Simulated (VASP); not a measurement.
Calculation: PBE GGA, VASP's PBE PAW potentials (set 64) (plane waves; VASP).

VASP input:

### INCAR
```
SYSTEM=BC32Si31
PREC=Normal; ENCUT=400; LREAL=Auto
LASPH=T; ISYM=0; NELECT=254.0
EDIFF=1E-5; NELM=100; NELMIN=4
ALGO=Fast
ISMEAR=0; SIGMA=0.05
GGA=PE
IBRION=2; NSW=60; ISIF=2
EDIFFG=-0.03
LWAVE=T; LCHARG=F
```

### KPOINTS
```
Automatic mesh
0
Gamma
1 1 1
0 0 0
```

File POSCAR:
```
BC32Si31
1
    8.7583314355     0.0000000000     0.0000000000
    0.0000000000     8.7583314355    -0.0000000000
   -0.0000000000    -0.0000000000     8.7583314355
Si C B
31 32 1
Direct
  0.5000000000   0.0000000000   0.0000000000
  0.7500000000   0.2500000000   0.0000000000
  0.7500000000   0.0000000000   0.2500000000
  0.0000000000   0.0000000000   0.0000000000
  0.2500000000   0.2500000000   0.0000000000
  0.5000000000   0.5000000000   0.0000000000
  0.7500000000   0.7500000000   0.0000000000
  0.2500000000   0.0000000000   0.2500000000
  0.5023210000   0.2556390000   0.2515680000
  0.7443200000   0.4950950000   0.2507830000
  0.5000000000   0.0000000000   0.5000000000
  0.7451240000   0.2475020000   0.4952490000
  0.7500000000   0.0000000000   0.7500000000
  0.0000000000   0.5000000000   0.0000000000
  0.2500000000   0.7500000000   0.0000000000
  0.0000000000   0.2500000000   0.2500000000
  0.2495340000   0.5005020000   0.2508780000
  0.5017060000   0.7554790000   0.2524830000
  0.0000000000   0.0000000000   0.5000000000
  0.2445250000   0.2455440000   0.4970800000
  0.7537180000   0.7494700000   0.5012080000
  0.2500000000   0.0000000000   0.7500000000
  0.5046120000   0.2502240000   0.7550110000
  0.7477730000   0.4970010000   0.7488680000
  0.0000000000   0.7500000000   0.2500000000
  0.0000000000   0.5000000000   0.5000000000
  0.2467700000   0.7485650000   0.4992440000
  0.0000000000   0.2500000000   0.7500000000
  0.2448210000   0.4976280000   0.7448060000
  0.5043120000   0.7546730000   0.7494530000
  0.0000000000   0.7500000000   0.7500000000
  0.6250000000   0.1250000000   0.1250000000
  0.8750000000   0.3750000000   0.1250000000
  0.8750000000   0.1250000000   0.3750000000
  0.1250000000   0.1250000000   0.1250000000
  0.3750000000   0.3750000000   0.1250000000
  0.6250000000   0.6250000000   0.1250000000
  0.8750000000   0.8750000000   0.1250000000
  0.3750000000   0.1250000000   0.3750000000
  0.6194760000   0.3708670000   0.3766670000
  0.8750000000   0.6250000000   0.3750000000
  0.6250000000   0.1250000000   0.6250000000
  0.8750000000   0.3750000000   0.6250000000
  0.8750000000   0.1250000000   0.8750000000
  0.1250000000   0.6250000000   0.1250000000
  0.3750000000   0.8750000000   0.1250000000
  0.1250000000   0.3750000000   0.3750000000
  0.3696710000   0.6215410000   0.3722810000
  0.6250000000   0.8750000000   0.3750000000
  0.1250000000   0.1250000000   0.6250000000
  0.3790660000   0.3693880000   0.6206950000
  0.6282760000   0.6215820000   0.6243370000
  0.8750000000   0.8750000000   0.6250000000
  0.3750000000   0.1250000000   0.8750000000
  0.6250000000   0.3750000000   0.8750000000
  0.8750000000   0.6250000000   0.8750000000
  0.1250000000   0.8750000000   0.3750000000
  0.1250000000   0.6250000000   0.6250000000
  0.3750000000   0.8750000000   0.6250000000
  0.1250000000   0.3750000000   0.8750000000
  0.3750000000   0.6250000000   0.8750000000
  0.6250000000   0.8750000000   0.8750000000
  0.1250000000   0.8750000000   0.8750000000
  0.4976020000   0.5004570000   0.4955750000
```

POTCAR, in this order: Si C B (PBE.64 set). Program: vasp_gam.

The cell is charged, with a uniform compensating background. The supercell is sampled at Γ alone, which is coarse: total energies, pressure and levels can be off, energies of defects by several tenths of an eV.

**Question.** Estimate the energy per atom (σ→0).

**Answer.** 
| Quantity | Result |
|---|---|
| energy per atom (σ→0) | -7.577 eV/atom |

### OSZICAR
```
...
RMM:   4    -0.484932519580E+03    0.18548E-06   -0.30771E-06   186   0.344E-03
  17 F= -.48493252E+03 E0= -.48493175E+03  d E =-.100211E-02
       N       E                     dE             d eps       ncg     rms          rms(c)
DAV:   1    -0.484933054879E+03   -0.53511E-03   -0.11194E-01   344   0.805E-01    0.868E-02
RMM:   2    -0.484933025002E+03    0.29877E-04   -0.18737E-03   320   0.100E-01    0.379E-02
RMM:   3    -0.484933010023E+03    0.14978E-04   -0.30561E-04   323   0.388E-02    0.194E-02
RMM:   4    -0.484933009489E+03    0.53380E-06   -0.94807E-05   293   0.185E-02
  18 F= -.48493301E+03 E0= -.48493231E+03  d E =-.489909E-03
```

The cell is a supercell with a defect, built from SiC (zinc blende): B_Si, charge +1. The run is not spin-polarised, so no state with unpaired spins was tried.
